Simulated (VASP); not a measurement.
Input:

```yaml
crystal:
  lattice:
    - [0.00000, 2.72673, 2.72673]
    - [2.72673, 0.00000, 2.72673]
    - [2.72673, 2.72673, 0.00000]
  atoms:
    - { symbol: Cd, position: [0.00000, 0.00000, 0.00000] }
    - { symbol: F, position: [0.25000, 0.25000, 0.25000] }
    - { symbol: F, position: [0.75000, 0.75000, 0.75000] }
```

The numbers are results of PBE GGA with D4 dispersion, VASP's PBE PAW potentials (set 64) (plane waves; VASP), not measurements. Run with 520 eV cut-off, Gaussian smearing of 0.050 eV, potentials Cd F.

Question: Give the energies of bands 3 to 14 at the high-symmetry points, in eV from the valence-band maximum.

Answer: 
```
band      Γ      X      U      L      W
----  -----  -----  -----  -----  -----
3     -5.51  -5.28  -5.11  -5.21  -4.97
4     -5.51  -4.67  -4.78  -5.21  -4.67
5     -5.51  -4.67  -4.52  -4.40  -4.64
6     -4.46  -4.36  -4.50  -4.40  -4.53
7     -4.46  -4.21  -4.41  -4.23  -4.53
8     -0.88  -3.05  -3.27  -2.63  -3.37
9     -0.88  -2.77  -2.38  -2.12  -2.51
10    -0.88  -2.77  -2.24  -1.71  -1.45
11    -0.54  -0.43  -0.87  -1.71  -1.45
12    -0.54  -0.09  -0.31  -0.42  -0.52
13    -0.54  -0.09  -0.20  -0.42   0.00
14     2.94   7.71   7.66   6.90   7.77
```

The gap is indirect, 2.94 eV, from the valence maximum at W to the conduction minimum at Γ.

Measured: gap 7.80 eV (computed value off by -4.86 eV), as given by Giancarlo Cappellini et al., Physical Review B (2013), arXiv:1302.2571.

The compound is CdF2 in the fluorite structure. It was relaxed first.
